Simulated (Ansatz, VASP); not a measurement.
# NaVS3 in two plane-wave programs

Aim: how closely do two programs agree when they are given the same cell, functional and k mesh? The cell is generated by rule, not measured, and may not be a known phase. The cell is taken from a series of runs on this material, whose earlier steps may have relaxed, scaled, displaced or heated it; both programs get it as it stands.

Method: plane waves, with VASP 6.6.1 beside it; zone-centre phonons at PBEsol, in Ansatz 0.2.0.

The structure was built from a prototype and need not be the compound's stable phase.

## 1. The structure

It takes space group Pm (No. 6, monoclinic). The conventional cell has a = 4.347 Å, b = 4.222 Å, c = 5.708 Å, α = 90.00°, β = 95.00°, γ = 90.00°. Nearest to Na lie 8 S at 3.06 to 3.23 Å. Nearest to V lie 5 S at 2.09 to 2.47 Å. Nearest to S lie 1 V at 2.09 Å and 4 Na at 3.06 to 3.11 Å. Nearest to S lie 2 V at 2.12 to 2.47 Å and 2 Na at 3.11 Å. Nearest to S lie 2 V at 2.30 Å and 2 Na at 3.08 to 3.23 Å. Farther neighbours and most contacts between anions are not listed.

As a file:

```
Na V S
1.0
     4.34685    0.00000   -0.00397
     0.00000    4.22206    0.00000
    -0.49230    0.00000    5.68624
Na V S
1 1 3
Direct
  0.00571 0.00000 0.54784
  0.46344 0.50000 0.07817
  0.48687 0.50000 0.44511
  0.99038 0.50000 0.94779
  0.57781 0.00000 0.94963
```

## 2. VASP: zone-centre phonons, PBEsol

Second derivatives magnify differences that forces hide, and they need a tight electronic threshold.

Lines of VASP's logs that name or quote its potential files are left out, and so is its time.

File INCAR:

```
SYSTEM = NaVS3
PREC = Accurate
ENCUT = 500
EDIFF = 1E-08
NELM = 120
ISMEAR = 1
SIGMA = 0.2
LREAL = .FALSE.
ALGO = Normal
GGA = PS
NBANDS = 25
LASPH = .TRUE.
LORBIT = 11
LWAVE = .FALSE.
LCHARG = .FALSE.
ISIF = 2
IBRION = 8
GGA_COMPAT = .FALSE.
KPAR = 2
```

File POSCAR:

```
NaVS3
1.0
    4.3468502755      0.0000000000     -0.0039716669
    0.0000000000      4.2220590546      0.0000000000
   -0.4922982667      0.0000000000      5.6862404636
Na V S
1 1 3
Direct
    0.0057144129      0.0000000000      0.5478375301
    0.4634407877      0.5000000000      0.0781734044
    0.4868684542      0.5000000000      0.4451145420
    0.9903815404      0.5000000000      0.9477944732
    0.5778114400      0.0000000000      0.9496261987
```

File KPOINTS:

```
Automatic mesh
0
Gamma
8 8 6
0 0 0
```

The projector-augmented-wave data sets are Na_pv, V_sv and S (PBE family, release 64).

Command:

```sh
> mpirun -np 2 vasp_std
```

Numbers of over 12 decimals in the logs are rounded to 6 here.

The program printed:

```text
[banner, memory and clock lines left out]
running    2 mpi-ranks, on    1 nodes
 distrk:  each k-point on    1 cores,    2 groups
 distr:  one band on    1 cores,    1 groups

 POSCAR found type information on POSCAR NaV S
 POSCAR found :  3 types and       5 ions
|                                                                             |
|               ----> ADVICE to this user running VASP <----                  |
|                                                                             |
|     You enforced a specific xc type in the INCAR file but a different       |
|     [... a line on the potential file left out ...]
|     I HOPE YOU KNOW WHAT YOU ARE DOING!                                     |
|                                                                             |

 LDA part: xc-table for (Slater+PW92), standard interpolation
 POSCAR, INCAR and KPOINTS ok, starting setup
 FFT: planning ... GRIDC
 FFT: planning ... GRID_SOFT
 FFT: planning ... GRID
 WAVECAR not read
 entering main loop
       N       E                     dE             d eps       ncg     rms          rms(c)
DAV:   1     0.374860084982E+03    0.37486E+03   -0.19643E+04  7316   0.147E+03
DAV:   2     0.870263689888E+01   -0.36616E+03   -0.35640E+03  6755   0.406E+02
DAV:   3    -0.312288536744E+02   -0.39931E+02   -0.38582E+02  8098   0.122E+02
DAV:   4    -0.327150105809E+02   -0.14862E+01   -0.14816E+01  7406   0.245E+01
DAV:   5    -0.327503602601E+02   -0.35350E-01   -0.35320E-01  8464   0.412E+00    0.269E+01
DAV:   6    -0.406524506636E+02   -0.79021E+01   -0.15348E+02  7032   0.606E+01    0.378E+01
DAV:   7    -0.288436113144E+02    0.11809E+02   -0.68378E+01  7443   0.788E+01    0.139E+01
DAV:   8    -0.280653897469E+02    0.77822E+00   -0.66276E+00  6572   0.144E+01    0.467E+00
DAV:   9    -0.278879893122E+02    0.17740E+00   -0.79079E-01  7687   0.541E+00    0.151E+00
DAV:  10    -0.278782855769E+02    0.97037E-02   -0.10319E-01  6986   0.178E+00    0.838E-01
DAV:  11    -0.278756217278E+02    0.26638E-02   -0.33047E-02  7263   0.125E+00    0.572E-01
DAV:  12    -0.278762262614E+02   -0.60453E-03   -0.12102E-02  7334   0.586E-01    0.350E-01
DAV:  13    -0.278753605004E+02    0.86576E-03   -0.35558E-03  7471   0.368E-01    0.927E-02
DAV:  14    -0.278753367199E+02    0.23781E-04   -0.35266E-04  7757   0.889E-02    0.603E-02
DAV:  15    -0.278753340912E+02    0.26287E-05   -0.30735E-05  7688   0.299E-02    0.295E-02
DAV:  16    -0.278753302246E+02    0.38666E-05   -0.23617E-05  7149   0.322E-02    0.203E-02
DAV:  17    -0.278753304108E+02   -0.18618E-06   -0.71338E-06  6782   0.144E-02    0.743E-03
DAV:  18    -0.278753304645E+02   -0.53753E-07   -0.50794E-07  7555   0.514E-03    0.421E-03
DAV:  19    -0.278753304896E+02   -0.25087E-07   -0.73248E-07  6896   0.544E-03    0.129E-03
DAV:  20    -0.278753304803E+02    0.93532E-08   -0.91480E-08  6750   0.195E-03
   1 F= -.27875330E+02 E0= -.27876849E+02  d E =0.455495E-02
 Linear response reoptimize wavefunctions to high precision
DAV:   1    -0.278753304743E+02    0.60154E-08   -0.82966E-09  6183   0.524E-04
DAV:   2    -0.278753304743E+02   -0.81855E-10   -0.84374E-10  3326   0.189E-04
 Linear response DOF=          15
 Linear response progress:
  Degree of freedom:   1/ 15
       N       E                     dE             d eps       ncg     rms          rms(c)
RMM:   1    -0.158964112170E+00   -0.15896E+00   -0.38287E-01  7045   0.383E+00
RMM:   2    -0.162618423174E+00   -0.36543E-02   -0.23410E-02 10108   0.600E-01    0.225E-02
RMM:   3    -0.162775386901E+00   -0.15696E-03   -0.64221E-04 10501   0.113E-01    0.176E-02
RMM:   4    -0.162804761844E+00   -0.29375E-04   -0.92748E-05 10697   0.514E-02    0.182E-02
RMM:   5    -0.162842202386E+00   -0.37441E-04   -0.14144E-05 12210   0.195E-02    0.323E-03
RMM:   6    -0.162848555634E+00   -0.63532E-05   -0.96263E-07 13196   0.610E-03    0.195E-03
RMM:   7    -0.162863513206E+00   -0.14958E-04   -0.35581E-07 13114   0.330E-03    0.591E-04
RMM:   8    -0.162864418514E+00   -0.90531E-06   -0.79798E-08 13027   0.149E-03    0.206E-04
RMM:   9    -0.162864533807E+00   -0.11529E-06   -0.19676E-08 13824   0.795E-04    0.146E-04
RMM:  10    -0.162865127315E+00   -0.59351E-06    0.19172E-10 12851   0.430E-04    0.395E-05
RMM:  11    -0.162865367334E+00   -0.24002E-06    0.20507E-08 13889   0.234E-04    0.158E-05
RMM:  12    -0.162865363231E+00    0.41033E-08    0.12897E-08 13355   0.133E-04    0.460E-06
 first order change of Fermi-energy   0.15311E-01
 force on displaced ion       1 direction 1 :  -0.671   0.000   0.182
 Linear response progress:
  Degree of freedom:   2/ 15
       N       E                     dE             d eps       ncg     rms          rms(c)
RMM:   1    -0.158917615550E+00   -0.15892E+00   -0.38410E-01 10603   0.380E+00
[...]
RMM:   9    -0.121141935294E+00   -0.34136E-05   -0.99296E-08 12850   0.215E-03    0.108E-03
RMM:  10    -0.121144128599E+00   -0.21933E-05    0.12268E-08 12422   0.796E-04    0.418E-04
RMM:  11    -0.121143391202E+00    0.73740E-06    0.89528E-08 12729   0.307E-04    0.994E-05
RMM:  12    -0.121143548133E+00   -0.15693E-06   -0.18809E-07 12490   0.113E-04    0.250E-05
RMM:  13    -0.121143491672E+00    0.56461E-07    0.16806E-08 12910   0.511E-05    0.151E-05
[...]
RMM:  10    -0.105558171361E+00   -0.50019E-07    0.82331E-09 18651   0.207E-04    0.387E-05
RMM:  11    -0.105558315700E+00   -0.14434E-06    0.31954E-08 19409   0.821E-05    0.950E-06
RMM:  12    -0.105558324258E+00   -0.85581E-08    0.69662E-08 19160   0.323E-05    0.490E-06
 first order change of Fermi-energy   0.90779E-03
 force on displaced ion       4 direction 2 :   0.004  -2.342  -0.001
 Linear response progress:
  Degree of freedom:  12/ 15
       N       E                     dE             d eps       ncg     rms          rms(c)
RMM:   1    -0.126438451161E+00   -0.12644E+00   -0.77478E-02 14751   0.158E+00
RMM:   2    -0.116138753029E+00    0.10300E-01   -0.14445E-02 12761   0.530E-01    0.167E-01
RMM:   3    -0.116520572417E+00   -0.38182E-03   -0.90510E-04 10598   0.171E-01    0.211E-01
RMM:   4    -0.116350708540E+00    0.16986E-03   -0.30481E-04  9667   0.128E-01    0.751E-02
RMM:   5    -0.116533522683E+00   -0.18281E-03   -0.74858E-05 11862   0.444E-02    0.230E-02
RMM:   6    -0.116563047565E+00   -0.29525E-04   -0.60681E-06 13424   0.138E-02    0.868E-03
RMM:   7    -0.116558740800E+00    0.43068E-05   -0.80133E-07 12532   0.485E-03    0.187E-03
RMM:   8    -0.116562361900E+00   -0.36211E-05   -0.52560E-08 11808   0.165E-03    0.875E-04
RMM:   9    -0.116563328052E+00   -0.96615E-06   -0.15391E-08 13627   0.646E-04    0.208E-04
RMM:  10    -0.116563188092E+00    0.13996E-06    0.24130E-07 11521   0.224E-04    0.931E-05
RMM:  11    -0.116563250472E+00   -0.62380E-07   -0.24329E-08 12797   0.115E-04    0.275E-05
RMM:  12    -0.116563272161E+00   -0.21689E-07   -0.24861E-09 11794   0.500E-05    0.127E-05
RMM:  13    -0.116563243343E+00    0.28819E-07    0.15902E-08 12906   0.227E-05    0.351E-06
RMM:  14    -0.116563247500E+00   -0.41574E-08   -0.10299E-08 12100   0.105E-05    0.142E-06
 first order change of Fermi-energy  -0.21688E+00
 force on displaced ion       4 direction 3 :  -2.323   0.000  -3.184
 Linear response progress:
  Degree of freedom:  13/ 15
       N       E                     dE             d eps       ncg     rms          rms(c)
RMM:   1    -0.117276563403E+00   -0.11728E+00   -0.68037E-02 14875   0.144E+00
RMM:   2    -0.108005688208E+00    0.92709E-02   -0.15374E-02 12645   0.496E-01    0.126E-01
RMM:   3    -0.108285476137E+00   -0.27979E-03   -0.44765E-04 11559   0.918E-02    0.662E-02
RMM:   4    -0.108540458256E+00   -0.25498E-03   -0.99284E-05 10283   0.570E-02    0.714E-02
RMM:   5    -0.108566454420E+00   -0.25996E-04   -0.40831E-05  9780   0.467E-02    0.162E-02
RMM:   6    -0.108593640561E+00   -0.27186E-04   -0.53223E-06 12994   0.128E-02    0.565E-03
RMM:   7    -0.108576572142E+00    0.17068E-04   -0.76386E-07 12398   0.408E-03    0.236E-03
RMM:   8    -0.108578023193E+00   -0.14511E-05   -0.48754E-08 12351   0.152E-03    0.837E-04
RMM:   9    -0.108581554805E+00   -0.35316E-05    0.10093E-07 12397   0.605E-04    0.267E-04
RMM:  10    -0.108581848993E+00   -0.29419E-06    0.31896E-07 11905   0.236E-04    0.516E-05
RMM:  11    -0.108581748154E+00    0.10084E-06    0.16812E-07 12946   0.100E-04    0.222E-05
RMM:  12    -0.108581813755E+00   -0.65601E-07   -0.88596E-08 12756   0.417E-05    0.783E-06
RMM:  13    -0.108581802371E+00    0.11384E-07    0.52968E-08 11824   0.206E-05    0.217E-06
RMM:  14    -0.108581793725E+00    0.86456E-08   -0.65539E-09 13061   0.983E-06    0.104E-06
 first order change of Fermi-energy  -0.16303E+00
 force on displaced ion       5 direction 1 :  -3.617   0.000   1.123
 Linear response progress:
  Degree of freedom:  14/ 15
       N       E                     dE             d eps       ncg     rms          rms(c)
RMM:   1    -0.127722407302E+00   -0.12772E+00   -0.97974E-02 22055   0.192E+00
RMM:   2    -0.112163797793E+00    0.15559E-01   -0.15113E-02 18230   0.602E-01    0.234E-01
RMM:   3    -0.112655684333E+00   -0.49189E-03   -0.11283E-03 17545   0.186E-01    0.105E-01
RMM:   4    -0.113207055564E+00   -0.55137E-03   -0.33705E-04 16961   0.879E-02    0.266E-02
RMM:   5    -0.113221247884E+00   -0.14192E-04   -0.29092E-05 16104   0.424E-02    0.299E-02
RMM:   6    -0.113217815631E+00    0.34323E-05   -0.15983E-05 15373   0.282E-02    0.762E-03
RMM:   7    -0.113213424619E+00    0.43910E-05   -0.27308E-06 20399   0.981E-03    0.468E-03
RMM:   8    -0.113225795287E+00   -0.12371E-04   -0.44026E-07 17706   0.414E-03    0.101E-03
RMM:   9    -0.113224748535E+00    0.10468E-05   -0.83037E-08 18957   0.152E-03    0.481E-04
RMM:  10    -0.113224688728E+00    0.59807E-07   -0.15118E-07 19765   0.685E-04    0.120E-04
RMM:  11    -0.113225057860E+00   -0.36913E-06   -0.14622E-09 18839   0.216E-04    0.478E-05
RMM:  12    -0.113224983630E+00    0.74230E-07    0.14081E-07 19319   0.789E-05    0.196E-05
RMM:  13    -0.113224982939E+00    0.69064E-09   -0.67884E-09 19974   0.273E-05    0.702E-06
 first order change of Fermi-energy   0.21778E-02
 force on displaced ion       5 direction 2 :   0.027 -10.406  -0.021
 Linear response progress:
  Degree of freedom:  15/ 15
       N       E                     dE             d eps       ncg     rms          rms(c)
RMM:   1    -0.124498380534E+00   -0.12450E+00   -0.63771E-02 14770   0.149E+00
RMM:   2    -0.115840012498E+00    0.86584E-02   -0.14296E-02 12881   0.507E-01    0.131E-01
RMM:   3    -0.116217103541E+00   -0.37709E-03   -0.54812E-04 10540   0.132E-01    0.164E-01
RMM:   4    -0.116134540197E+00    0.82563E-04   -0.19227E-04  9614   0.101E-01    0.612E-02
RMM:   5    -0.116339659449E+00   -0.20512E-03   -0.67914E-05 11821   0.383E-02    0.186E-02
RMM:   6    -0.116351470570E+00   -0.11811E-04   -0.48504E-06 13206   0.117E-02    0.786E-03
RMM:   7    -0.116345082968E+00    0.63876E-05   -0.64955E-07 12678   0.389E-03    0.238E-03
RMM:   8    -0.116347827864E+00   -0.27449E-05   -0.14844E-08 11998   0.124E-03    0.974E-04
RMM:   9    -0.116349522154E+00   -0.16943E-05    0.20696E-08 12775   0.594E-04    0.179E-04
RMM:  10    -0.116349400673E+00    0.12148E-06    0.33089E-07 12204   0.190E-04    0.880E-05
RMM:  11    -0.116349494048E+00   -0.93375E-07    0.95368E-09 12420   0.100E-04    0.242E-05
RMM:  12    -0.116349534854E+00   -0.40806E-07    0.18423E-09 11851   0.441E-05    0.925E-06
RMM:  13    -0.116349494239E+00    0.40615E-07    0.27066E-08 12968   0.212E-05    0.297E-06
RMM:  14    -0.116349498330E+00   -0.40908E-08   -0.14766E-08 12691   0.927E-06    0.118E-06
 first order change of Fermi-energy  -0.14825E-01
 force on displaced ion       5 direction 3 :   1.120   0.000  -2.955
 Linear response finished
```

(Continued in part 2 of 3.)

[Lines on the potential files, build, host, timing and source positions are cut from VASP's logs without a mark.]

[Logs are printed without paths, hosts, clocks, repeated set-up lines and the standing remarks that a program may print on its own settings, such as how far it seeks lower states.]

[Hosts, paths, dates, database ids (printed as entryN), source tags and the programs' standing remarks are cut or masked in the printed files.]
